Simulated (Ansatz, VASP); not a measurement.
# Cross-check of YSb between VASP and Ansatz, part 2 of 2

One calculation is typed for both programs; each brings its own data sets. How far apart do they land? The cell is generated by rule, not measured, and may not be a known phase. The cell is taken from a series of runs on this material, whose earlier steps may have relaxed, scaled, displaced or heated it; both programs get it as it stands.

VASP 6.6.1 and Ansatz 0.2.0.

So far: Starting point; VASP: zone-centre phonons, PBEsol.

## Step 2: VASP: zone-centre phonons, PBEsol (continued)

Level of this step: PBEsol; plane waves and PAW (Y_sv, Sb); invented cell (VASP).

Numbers of over 12 decimals in the logs are rounded to 6 here.

Parts of OUTCAR (step 2):

```text
ion  position               nearest neighbor table
   1  0.333  0.667  0.938-   4 3.01   4 3.01   4 3.01   3 3.02   3 3.02   2 4.27   2 4.27   2 4.27
                             2 4.27   2 4.27   2 4.27
   2  0.667  0.333  0.438-   3 3.01   3 3.01   3 3.01   4 3.02   4 3.02   1 4.27   1 4.27   1 4.27
                             1 4.27   1 4.27   1 4.27
   3  0.333  0.667  0.438-   2 3.01   2 3.01   2 3.01   1 3.02   1 3.02
   4  0.667  0.333  0.938-   1 3.01   1 3.01   1 3.01   2 3.02   2 3.02

  LATTYP: Found a hexagonal cell.
 ALAT       =     5.2154326923
 C/A-ratio  =     1.1588897412

 Subroutine GETGRP returns: Found 24 space group operations
 (whereof  6 operations were pure point group operations)

The static configuration has the point symmetry C_3v.
 The point group associated with its full space group is D_6h.

 Found     56 irreducible k-points:

   k-points           NKPTS =     56   k-points in BZ     NKDIM =     56   number of bands    NBANDS=     22

   dimension x,y,z NGX =    40 NGY =   40 NGZ =   48
   dimension x,y,z NGXF=    80 NGYF=   80 NGZF=   96

   ENCUT  =  500.0 eV  36.75 Ry    6.06 a.u.   9.51  9.51 11.02*2*pi/ulx,y,z

   NELECT =      32.0000    total number of electrons

 k-points in reciprocal lattice and weights: Automatic mesh
   0.00000000  0.00000000  0.00000000       0.002
   0.10000000  0.00000000  0.00000000       0.010
   0.20000000  0.00000000  0.00000000       0.010
   0.30000000  0.00000000  0.00000000       0.010
   0.40000000  0.00000000  0.00000000       0.010
   0.50000000  0.00000000  0.00000000       0.005
   0.10000000  0.10000000  0.00000000       0.010
   0.20000000  0.10000000  0.00000000       0.020
   0.30000000  0.10000000  0.00000000       0.020
[...]
0.40000000  0.20000000  0.50000000       0.010
   0.30000000  0.30000000  0.50000000       0.010

 average (electrostatic) potential at core
       1 -37.2582       2 -37.2582       3 -87.7046       4 -87.7046

  Total        0.0674710      0.0674710      0.0584607     -0.0000000     -0.0000000      0.0000000
  in kB        0.7592482      0.7592482      0.6578560     -0.0000000     -0.0000000      0.0000000
  external PRESSURE =       0.7254508 kB  Pullay stress =       0.0000000 kB

  energy-cutoff  :      500.00
  volume of cell :      142.38
      direct lattice vectors                 reciprocal lattice vectors
     5.215432692  0.000003114  0.000000000     0.191738579  0.110700473  0.000000000
    -2.607719043  4.516695646  0.000000000    -0.000000132  0.221400717  0.000000000
     0.000000000  0.000000000  6.044111443     0.000000000  0.000000000  0.165450291

 POSITION                                       TOTAL-FORCE (eV/Angst)
 -----------------------------------------------------------------------------------
     -0.00000      3.01113      5.66635        -0.000000      0.000000     -0.000000
      2.60772      1.50557      2.64430         0.000000     -0.000000     -0.000000
     -0.00000      3.01113      2.64430        -0.000000     -0.000000     -0.000000
      2.60772      1.50557      5.66635         0.000000      0.000000      0.000000
 -----------------------------------------------------------------------------------
    total drift:                               -0.000000      0.000000      0.000000

 Eigenvectors and eigenvalues of the dynamical matrix
 ----------------------------------------------------

   1 f  =    5.483375 THz    34.453059 2PiTHz  182.905688 cm-1    22.677405 meV
             X         Y         Z           dx          dy          dz
     -0.000002  3.011131  5.666354     0.000000    0.000000    0.530983
      2.607715  1.505567  2.644299     0.000000    0.000000   -0.530983
     -0.000002  3.011131  2.644299    -0.000000   -0.000000   -0.466966
      2.607715  1.505567  5.666354    -0.000000   -0.000000    0.466966

   2 f  =    5.034344 THz    31.631719 2PiTHz  167.927654 cm-1    20.820366 meV
             X         Y         Z           dx          dy          dz
     -0.000002  3.011131  5.666354    -0.513256    0.160439   -0.000000
      2.607715  1.505567  2.644299    -0.513256    0.160439   -0.000000
     -0.000002  3.011131  2.644299     0.438247   -0.136992    0.000000
      2.607715  1.505567  5.666354     0.438247   -0.136992    0.000000

   3 f  =    5.034344 THz    31.631719 2PiTHz  167.927654 cm-1    20.820366 meV
             X         Y         Z           dx          dy          dz
     -0.000002  3.011131  5.666354    -0.160439   -0.513256    0.000000
      2.607715  1.505567  2.644299    -0.160439   -0.513256   -0.000000
     -0.000002  3.011131  2.644299     0.136992    0.438247   -0.000000
      2.607715  1.505567  5.666354     0.136992    0.438247    0.000000

   4 f  =    4.917030 THz    30.894609 2PiTHz  164.014460 cm-1    20.335192 meV
             X         Y         Z           dx          dy          dz
     -0.000002  3.011131  5.666354     0.528773   -0.165263    0.000000
      2.607715  1.505567  2.644299    -0.528773    0.165263    0.000000
     -0.000002  3.011131  2.644299     0.419409   -0.131083   -0.000000
      2.607715  1.505567  5.666354    -0.419409    0.131083   -0.000000

   5 f  =    4.917030 THz    30.894609 2PiTHz  164.014460 cm-1    20.335192 meV
             X         Y         Z           dx          dy          dz
     -0.000002  3.011131  5.666354     0.165263    0.528773   -0.000000
      2.607715  1.505567  2.644299    -0.165263   -0.528773   -0.000000
     -0.000002  3.011131  2.644299     0.131083    0.419409    0.000000
      2.607715  1.505567  5.666354    -0.131083   -0.419409   -0.000000

   6 f  =    4.693713 THz    29.491468 2PiTHz  156.565409 cm-1    19.411628 meV
             X         Y         Z           dx          dy          dz
     -0.000002  3.011131  5.666354    -0.000000    0.000000    0.539360
      2.607715  1.505567  2.644299     0.000000   -0.000000    0.539360
     -0.000002  3.011131  2.644299    -0.000000    0.000000   -0.457264
      2.607715  1.505567  5.666354     0.000000   -0.000000   -0.457264

   7 f  =    2.297862 THz    14.437895 2PiTHz   76.648440 cm-1     9.503191 meV
             X         Y         Z           dx          dy          dz
     -0.000002  3.011131  5.666354    -0.000000   -0.000000    0.466966
      2.607715  1.505567  2.644299     0.000000    0.000000   -0.466966
     -0.000002  3.011131  2.644299     0.000000    0.000000    0.530983
      2.607715  1.505567  5.666354    -0.000000   -0.000000   -0.530983

   8 f  =    2.041302 THz    12.825881 2PiTHz   68.090517 cm-1     8.442144 meV
             X         Y         Z           dx          dy          dz
     -0.000002  3.011131  5.666354    -0.419393    0.131134   -0.000000
      2.607715  1.505567  2.644299     0.419393   -0.131134    0.000000
     -0.000002  3.011131  2.644299     0.528753   -0.165328   -0.000000
      2.607715  1.505567  5.666354    -0.528753    0.165328    0.000000

   9 f  =    2.041302 THz    12.825881 2PiTHz   68.090517 cm-1     8.442144 meV
             X         Y         Z           dx          dy          dz
     -0.000002  3.011131  5.666354     0.131134    0.419393    0.000000
      2.607715  1.505567  2.644299    -0.131134   -0.419393   -0.000000
     -0.000002  3.011131  2.644299    -0.165328   -0.528753    0.000000
      2.607715  1.505567  5.666354     0.165328    0.528753   -0.000000

  10 f/i=    0.001981 THz     0.012450 2PiTHz    0.066093 cm-1     0.008194 meV
             X         Y         Z           dx          dy          dz
     -0.000002  3.011131  5.666354    -0.149966   -0.433979   -0.000000
      2.607715  1.505567  2.644299    -0.149966   -0.433979   -0.000000
     -0.000002  3.011131  2.644299    -0.175634   -0.508257   -0.000000
      2.607715  1.505567  5.666354    -0.175634   -0.508257   -0.000000

  11 f/i=    0.001981 THz     0.012450 2PiTHz    0.066093 cm-1     0.008194 meV
             X         Y         Z           dx          dy          dz
     -0.000002  3.011131  5.666354     0.433979   -0.149966   -0.000000
      2.607715  1.505567  2.644299     0.433979   -0.149966   -0.000000
     -0.000002  3.011131  2.644299     0.508257   -0.175634   -0.000000
      2.607715  1.505567  5.666354     0.508257   -0.175634   -0.000000

  12 f/i=    0.018367 THz     0.115406 2PiTHz    0.612672 cm-1     0.075962 meV
             X         Y         Z           dx          dy          dz
     -0.000002  3.011131  5.666354     0.000000   -0.000000    0.457264
      2.607715  1.505567  2.644299     0.000000   -0.000000    0.457264
     -0.000002  3.011131  2.644299     0.000000   -0.000000    0.539360
      2.607715  1.505567  5.666354     0.000000   -0.000000    0.539360

 ELASTIC MODULI CONTR FROM IONIC RELAXATION (kBar)
 Direction    XX          YY          ZZ          XY          YZ          ZX
 --------------------------------------------------------------------------------
 XX        -268.4854    268.4854      0.0000      0.0000     -0.0000      0.0000
 YY         268.4854   -268.4854     -0.0000      0.0000      0.0000     -0.0000
 ZZ           0.0000     -0.0000     -0.0000     -0.0000     -0.0000      0.0000
 XY           0.0000      0.0000     -0.0000   -268.4854      0.0000      0.0000
 YZ          -0.0000      0.0000     -0.0000      0.0000     -0.0000      0.0000
 ZX           0.0000     -0.0000      0.0000      0.0000      0.0000     -0.0000
 --------------------------------------------------------------------------------
```

## Step 3: Ansatz: zone-centre phonons, PBEsol

Ansatz runs on its default PAW (the set named soft_2) files.

The same cell, functional, mesh and smearing now go to Ansatz, which takes its cutoff from its data sets.

input.yaml

```yaml
crystal:
  lattice:
    - [5.2154326923, 3.1137e-06, 0.0]
    - [-2.6077190427, 4.5166956464, 0.0]
    - [0.0, 0.0, 6.0441114428]
  atoms:
    - { symbol: "Y", position: [0.3333333333, 0.6666666667, -0.0625] }
    - { symbol: "Y", position: [0.6666666667, 0.3333333333, 0.4375] }
    - { symbol: Sb, position: [0.3333333333, 0.6666666667, 0.4375] }
    - { symbol: Sb, position: [0.6666666667, 0.3333333333, 0.9375] }
kpoints:
  mp_grid: { grid: [10, 10, 6] }
hamiltonian:
  xc: pbesol
scf:
  occupations: { method: methfessel_paxton, width: 0.15 }
output:
  eigenvalues: true
phonons:
  method: dfpt
```

Run with:

```bash
> ansatz run input.yaml --threads 4 --pin off --max-ram 7168MiB --backend cpu --events-out ev --progress --plain --runs-dir out
```

Output:

```text
Engine: ansatz 0.2.0, x86_64-unknown-linux-gnu
Pseudopotentials: kind: paw
Pseudopotential: Y, paw, valence charge 11, recommended cutoff 420 eV (normal), Y.paw.azcp
Pseudopotential: Sb, paw, valence charge 15, recommended cutoff 420 eV (normal), Sb.paw.azcp
Functional definition: PBEsol
  exchange = pbesol_x
  correlation = pbesol_c
Crystal: 4 atoms, lattice volume = 142.378 Å³
Basis set: ecut = 420 eV, 2763 PW (Γ), exchange–correlation on 72×72×96 points (8 copies of the dense FFT grid, shifted against one another)
Bands: 32, of which v1, the nominal top of the filled ones, is band 26 counted from 1 (25 counted from 0)
Symmetry: 24 space group operations
k-points: 172 of 600 (irreducible under 2 space group operations, time reversal used)
Non-local potential: Y, projectors of the file, l = 0: 3, l = 1: 2, l = 2: 2, l = 3: 1
Non-local potential: Sb, projectors of the file, l = 0: 2, l = 1: 2, l = 2: 2, l = 3: 2
PAW form: soft (Blöchl's): semilocal exchange-correlation on the pseudo side does not see the compensation charge
PAW frozen core: Y, regenerated for the run's functional, and the local potential with it (the file was generated under x = pbe(κ = 0.804, μ = 0.219515), c = pbe(β = 0.066725))
PAW frozen core: Sb, regenerated for the run's functional, and the local potential with it (the file was generated under x = pbe(κ = 0.804, μ = 0.219515), c = pbe(β = 0.066725))
PAW one-centre angular grid: Y, 590 points (default); XC on 64 Gauss nodes
PAW one-centre angular grid: Sb, 590 points (default); XC on 64 Gauss nodes
Initial density: superposition of atomic densities (neutral atoms: chi_scale 0, normalization atom), corrected by the library's trained network
Initial wavefunctions: pseudopotential atomic-orbital guess
Functional: x = pbesol(κ = 0.804, μ = 0.123457), c = pbesol(β = 0.046)
SCF iter   1: F=—  HF=-20409.977478 eV  |F-HF|=—  |Δ(HF+E_count)|=         —  Δρ=2.77e-3  dr2=1.07e-2  ethr=1.77e-3  ⟨swp⟩=6.0  Hψ=22206  notcnv=0
preconditioner: auto → Resta (q_TF=auto, 2.307 Å⁻¹)  ε∞=5.7  [insulator: Δε(μ)=0.107 eV  Ē_g=5.756 eV  σ=0.150 eV  W_gap=0.56  n_scr=22 (ndim 8)  ℏωp=12.4 eV  f_vac=0.094  D(μ)=0.25/eV (n_scr^D=0)  ε∞_Penn≈5.7]
SCF iter   2: F=—  HF=-20409.977541 eV  |F-HF|=—  |Δ(HF+E_count)|=   6.28e-5  S|Δr|=    0.00e0  Δρ=1.45e-3  dr2=3.89e-3  ethr=2.06e-5  ⟨swp⟩=2.8  Hψ=11409  notcnv=0
SCF iter   3: F=—  HF=-20409.977834 eV  |F-HF|=—  |Δ(HF+E_count)|=   2.94e-4  S|Δr|=    0.00e0  Δρ=2.92e-4  dr2=2.76e-4  ethr=7.48e-6  ⟨swp⟩=2.0  Hψ=6663  notcnv=0
SCF iter   4: F=—  HF=-20409.977979 eV  |F-HF|=—  |Δ(HF+E_count)|=   1.44e-4  S|Δr|=    0.00e0  Δρ=9.53e-5  dr2=3.50e-5  ethr=5.31e-7  ⟨swp⟩=2.0  Hψ=6361  notcnv=0
SCF iter   5: F=—  HF=-20409.978007 eV  |F-HF|=—  |Δ(HF+E_count)|=   2.79e-5  S|Δr|=    0.00e0  Δρ=3.84e-5  dr2=3.93e-6  ethr=6.73e-8  ⟨swp⟩=2.0  Hψ=6665  notcnv=0
SCF iter   6: F=—  HF=-20409.978008 eV  |F-HF|=—  |Δ(HF+E_count)|=   1.54e-6  S|Δr|=    0.00e0  Δρ=9.21e-6  dr2=1.57e-7  ethr=7.56e-9  ⟨swp⟩=2.5  Hψ=9219  notcnv=0
SCF iter   7: F=—  HF=-20409.978008 eV  |F-HF|=—  |Δ(HF+E_count)|=   1.70e-7  S|Δr|=    0.00e0  Δρ=1.64e-6  dr2=4.24e-9  ethr=3.01e-10  ⟨swp⟩=2.0  Hψ=6610  notcnv=0
SCF iter   8: F=—  HF=-20409.978008 eV  |F-HF|=—  |Δ(HF+E_count)|=   5.77e-9  S|Δr|=    0.00e0  Δρ=3.67e-7  dr2=2.29e-10  ethr=8.15e-12  ⟨swp⟩=3.0  Hψ=9382  notcnv=0
SCF iter   9: F=—  HF=-20409.978008 eV  |F-HF|=—  |Δ(HF+E_count)|=  3.24e-10  S|Δr|=    0.00e0  Δρ=8.68e-8  dr2=1.32e-11  ethr=1.00e-12  ⟨swp⟩=2.0  Hψ=6350  notcnv=0
SCF iter  10: F=-20409.978008 eV  HF=-20409.978008 eV  |F-HF|=7.28e-12  |Δ(HF+E_count)|=  2.55e-11  S|Δr|=    0.00e0  Δρ=1.71e-8  dr2=3.99e-13  ethr=1.00e-12  ⟨swp⟩=10.2  Hψ=23993  notcnv=0
SCF 1 converged in 10 iterations: F = -20409.978008 eV  dr2 = 3.99e-13
  greatest PAW one-centre occupation: 0.996 electrons in one spin orbital (limit 2), on the Sb atom at site 3 (counted from 0), in its partial waves of l = 2
DFPT response loops at Γ: preconditioner auto → Kerker (q_TF=auto, 2.307 Å⁻¹) (partly filled bands, converged f_vac=0.085); β = 1.00, the filter's whole step (`scf.mixing.beta` (0.50) is not read by the response loops under this deck's `scf.mixing.preconditioner`; to damp them name `kerker` or `kerker_dos`, under which they read `scf.mixing.beta`, and type it under 1.00, their step now; both keys bind the ground state too); Broyden in place of MSR1
SCF converged after 10 iterations
Stability not checked: this state was not tested for a lower state beside it, because cold or Methfessel-Paxton smearing, or corrected tetrahedra, fill the levels in a way that the test cannot read (fill_not_monotonic; see scf.lower_state_search)
Free energy (F): -20409.978008 eV
Harris-Foulkes:  -20409.978008 eV  (|F-HF|=7.28e-12)
Internal energy: -20409.978253 eV  (E = F + TS)
E sigma→0 (E₀):  -20409.978069 eV
Entropy (-TS):   0.000245 eV (0.061 meV/atom)
Fermi energy:    7.652068 eV
--- Per-component energies (eV) ---
  E_band       = -664.302266
  E_kinetic    = 1027.843880
  E_local      = -5307.763278  (includes V_loc(G=0)·N_el)
  E_nonlocal   = 833.318416
  E_hartree    = 2238.666766
  E_xc         = -619.586665
  E_vxc        = -591.304218  (∫ρ·V_xc dr)
  E_paw        = -14549.559147  (= ΣΔE_a)
  E_vpaw       = -1103.730585  (= ΣTr[D̂ρ^β])
  E_aug_tail   = 0.000001  (compensation charges beyond the density's cutoff)
  E_ewald      = -4033.859485
  E_core_change = 0.961260  (= ΣΔE_core)
  E_smearing   = 0.000245  (= −TS)
  E_closure    = -0.000000  (closes the sum)
  Σ components = -20409.978008   (vs F -20409.978008, Δ=0.00e0)
--- Band table (eV; the first three rows and the last of 172) ---
  k-point 0: bands = [... 22 lower, 5.6216, 6.0639, 6.0639, 8.4131, 8.4870, 8.4870, 9.0910, 10.3264, ... 2 higher]
  k-point 1: bands = [... 22 lower, 5.6032, 5.9576, 5.9576, 7.3200, 8.7425, 8.7425, 9.3294, 10.4334, ... 2 higher]
  k-point 2: bands = [... 22 lower, 5.5825, 5.7619, 5.7619, 6.0113, 9.3540, 9.3540, 9.6549, 10.5074, ... 2 higher]
  k-point 171: bands = [... 22 lower, 5.5784, 6.0040, 6.5126, 6.6983, 8.3821, 8.5956, 9.6178, 9.8226, ... 2 higher]
--- Phonons (Γ-DFPT): 4 representative perturbations + reference, on 172 of 600 k-points (Σ response iterations 12) ---
  k mesh reduced under 2 symmetry operations, with k and −k counted as one. Each operation leaves every solved perturbation unchanged. A smaller set is not used because it would not reduce the number of displacements times k-points to solve
  ASR residual: 6.497e-5 → 0.000e0 eV/Å²; symmetrization residual: 1.133e-4 eV/Å²
  ASR residual per site (eV/Å²): 4.73e-5 4.73e-5 6.50e-5 6.50e-5
  Γ frequencies (cm⁻¹): 0.00 0.00 0.00 68.11 68.11 76.94 156.80 163.94 163.94 167.80 167.80 182.16
  non-analytic LO–TO correction: not included (Born effective charges unavailable; polar crystals: no LO–TO splitting at Γ)
```

## Step 4: Differences

Known differences besides the potentials themselves: the data sets hold 52 valence electrons in Ansatz (on its default PAW (the set named soft_2) files) and 32 in VASP; the cutoff is 420 eV in Ansatz and 500 eV in VASP; Ansatz makes its cores anew for this functional, VASP keeps those of its PBE data sets. Total energies have different zeros and are not compared.

Both answers:

```tsv
quantity	Ansatz	VASP	difference
optical mode 1 to 2 (cm⁻¹)	68.1	68.1	+0.03 %
optical mode 3 (cm⁻¹)	76.9	76.6	+0.38 %
optical mode 4 (cm⁻¹)	156.8	156.6	+0.15 %
optical mode 5 to 6 (cm⁻¹)	163.9	164.0	-0.05 %
optical mode 7 to 8 (cm⁻¹)	167.8	167.9	-0.08 %
optical mode 9 (cm⁻¹)	182.2	182.9	-0.41 %
```

Modes are paired by rising frequency, not by their patterns, so a pair may set unlike modes beside each other; they are those without the splitting of longitudinal modes.

## Step 5: Outcome

* r.m.s. difference of the optical zone-centre modes, each program's sorted by frequency (zone-centre phonons, PBEsol): 0.29 cm⁻¹

**Reading.** The r.m.s. difference of the optical zone-centre modes, each program's sorted by frequency is 0.29 cm⁻¹ (zone-centre phonons, PBEsol). The data sets hold unlike numbers of valence electrons (52 in Ansatz and 32 in VASP), so part of the differences comes from the potentials. How closely two codes agree says nothing of how well the functional describes the real material.

[Lines on the potential files, build, host, timing and source positions are cut from VASP's logs without a mark.]

[Logs are printed without paths, hosts, clocks, repeated set-up lines and the standing remarks that a program may print on its own settings, such as how far it seeks lower states.]

[Hosts, paths, dates, database ids (printed as entryN), source tags and the programs' standing remarks are cut or masked in the printed files.]
